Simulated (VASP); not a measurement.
These are revTPSS meta-GGA, VASP's PBE PAW potentials (set 64) (plane waves; VASP) values and carry that method's errors.

Input for VASP

### POSCAR
```
Cs atom
1
   12.0000000000     0.0000000000     0.0000000000
    0.0000000000    12.5000000000     0.0000000000
    0.0000000000     0.0000000000    13.0000000000
Cs
1
Direct
  0.0000000000   0.0000000000   0.0000000000
```

**KPOINTS**
```
Automatic mesh
0
Gamma
1 1 1
0 0 0
```

**INCAR**
```
# general
SYSTEM  = Cs atom
PREC    = Normal
ENCUT   = 520
LREAL   = F
LASPH   = T
ISYM    = 0

# electronic loop
EDIFF   = 1E-6
NELM    = 200
ALGO    = All
LMAXMIX = 4
LMIXTAU = T

# smearing
ISMEAR  = 0
SIGMA   = 0.01

# functional
METAGGA = RTPSS

# spin
ISPIN   = 2
MAGMOM  = 1
NUPDOWN = 1

# output
LWAVE   = F
LCHARG  = F
LORBIT  = 10
```

POTCAR, in this order: Cs_sv (PBE.64 set). Program: vasp_gam. Read from the step before: WAVECAR.

Output

File OSZICAR:
```
       N       E                     dE             d eps       ncg     rms           ort
SDA:   1     0.214933680103E+02    0.21493E+02    0.00000E+00     9   0.627E-01   0.000E+00
CGA:   2     0.214725670860E+02   -0.20801E-01   -0.20747E-01     9   0.231E-01   0.485E-03
CGA:   3     0.214723887658E+02   -0.17832E-03   -0.45125E-02     9   0.198E-01   0.227E-02
SDA:   4     0.214680720758E+02   -0.43167E-02   -0.33456E-02     9   0.947E-02  -0.960E-02
CGA:   5     0.214664405291E+02   -0.16315E-02   -0.16342E-02     9   0.197E-02   0.658E-04
SDA:   6     0.214648619831E+02   -0.15785E-02   -0.14115E-02     9   0.114E+00   0.834E-03
 trl   7     0.214673203614E+02    0.24584E-02   -0.32866E-02     9   0.114E+00  -0.184E-01
CGA:   8     0.214660192825E+02    0.11573E-02   -0.32866E-02     9   0.911E-03  -0.650E-02
CGA:   9     0.214656443321E+02   -0.37495E-03   -0.38384E-03     9   0.393E-03  -0.192E-04
CGA:  10     0.214655388220E+02   -0.10551E-03   -0.11009E-03     9   0.150E-03   0.235E-04
CGA:  11     0.214655204219E+02   -0.18400E-04   -0.23785E-04     9   0.786E-04   0.542E-05
CGA:  12     0.214655109781E+02   -0.94438E-05   -0.11606E-04     9   0.329E-04   0.128E-04
SDA:  13     0.214655033709E+02   -0.76072E-05   -0.68689E-05     9   0.211E-04   0.203E-04
SDA:  14     0.214654970508E+02   -0.63201E-05   -0.30305E-05     9   0.141E-04   0.142E-04
 trl  15     0.214655023532E+02    0.53024E-05   -0.11303E-04     9   0.141E-04   0.130E-04
SDA:  16     0.214654960102E+02   -0.10406E-05   -0.11303E-04     9   0.370E-03   0.902E-05
CGA:  17     0.214654946646E+02   -0.13456E-05   -0.26559E-04     9   0.111E-04  -0.344E-04
SDA:  18     0.214654943300E+02   -0.33456E-06   -0.34665E-06     9   0.106E-04   0.953E-05
   1 F= 0.21465494E+02 E0= 0.21465494E+02  d E =-.134559E-11  mag=     1.0000
```

**OUTCAR**
```
------------------------ aborting loop because EDIFF is reached ----------------------------------------
  FORCE on cell =-STRESS in cart. coord.  units (eV):
  Direction    XX          YY          ZZ          XY          YZ          ZX
  --------------------------------------------------------------------------------------
  Total       -0.1126533     -0.0855528     -0.0643798      0.0000230     -0.0000182     -0.0000286
  in kB       -0.0925593     -0.0702927     -0.0528963      0.0000189     -0.0000149     -0.0000235
  external PRESSURE =      -0.0719161 kB  Pullay stress =       0.0000000 kB
  volume of cell :     1950.00
      direct lattice vectors                 reciprocal lattice vectors
    12.000000000  0.000000000  0.000000000     0.083333333  0.000000000  0.000000000
     0.000000000 12.500000000  0.000000000     0.000000000  0.080000000  0.000000000
     0.000000000  0.000000000 13.000000000     0.000000000  0.000000000  0.076923077
 POSITION                                       TOTAL-FORCE (eV/Angst)
 -----------------------------------------------------------------------------------
      0.00000      0.00000      0.00000        -0.001335      0.000020      0.000031
 -----------------------------------------------------------------------------------
    total drift:                               -0.001335      0.000020      0.000031
  FREE ENERGIE OF THE ION-ELECTRON SYSTEM (eV)
  ---------------------------------------------------
  free  energy   TOTEN  =        21.4654943300 eV

  energy  without entropy=       21.4654943300  energy(sigma->0) =       21.46549433

 total charge

# of ion       s       p       d       tot
------------------------------------------
    1        1.907   4.702   0.000   6.608

 magnetization (x)

# of ion       s       p       d       tot
------------------------------------------
    1        0.028  -0.006   0.000   0.022
```
(Selected blocks of OUTCAR.)

OUTCAR:
```
 val. band max:       -2.0350730036   @ k =   0.0000   0.0000   0.0000

 cond. band min:      -1.3709982822   @ k =   0.0000   0.0000   0.0000


 Fermi energy:        -1.9872266881

 spin component 1

 k-point     1 :       0.0000    0.0000    0.0000
  band No.  band energies     occupation
      1     -26.9486      1.00000
      2     -13.6438      1.00000
      3     -13.6427      1.00000
      4     -13.6411      1.00000
      5      -2.0351      1.00000
      6      -0.5878      0.00000
      7      -0.6071      0.00000
      8      -0.5659      0.00000
      9      -0.3306      0.00000

 Fermi energy:       -13.5128266185

 spin component 2

 k-point     1 :       0.0000    0.0000    0.0000
  band No.  band energies     occupation
      1     -26.9066      1.00000
      2     -13.5858      1.00000
      3     -13.5846      1.00000
      4     -13.5829      1.00000
      5      -1.3710      0.00000
      6       0.1273      0.00000
      7       0.1934      0.00000
      8       0.1862      0.00000
      9       0.1961      0.00000
```

The atom may not be in its lowest state. Unless said otherwise, spin-orbit coupling is left out, though it shifts the bands of the heavy elements here.

The cell is a free atom in a box.
